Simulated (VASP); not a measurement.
The system is NiO.

```
Ni O
1.0
     0.00000    2.09781    2.09781
     2.09781    0.00000    2.09781
     2.09781    2.09781    0.00000
Ni O
1 1
Direct
  0.00000 0.00000 0.00000
  0.50000 0.50000 0.50000
```

Program: VASP 6.6.1. Alike in all runs: task band structure; spin collinear, ferromagnetic start; Ni d U = 6.2 eV; cell as given; k mesh 12 × 12 × 12; cutoff (eV) 520; smearing gaussian 0.03 eV.

Q: Order these runs on this cell by their band gap on the k mesh, lowest first.
A. level PBE+U; potentials or basis VASP PAW PBE potentials, release 64 (Ni, O)
B. level r2SCAN+U; potentials or basis VASP PAW PBE potentials, release 64 (Ni, O)
C. level LDA+U; potentials or basis VASP PAW LDA potentials, release 64 (Ni, O)

A: C (1.82 eV), A (2.55 eV), B (3.32 eV).

Caveats: a cell with one magnetic atom can't hold antiferromagnetic order, which such compounds often take.

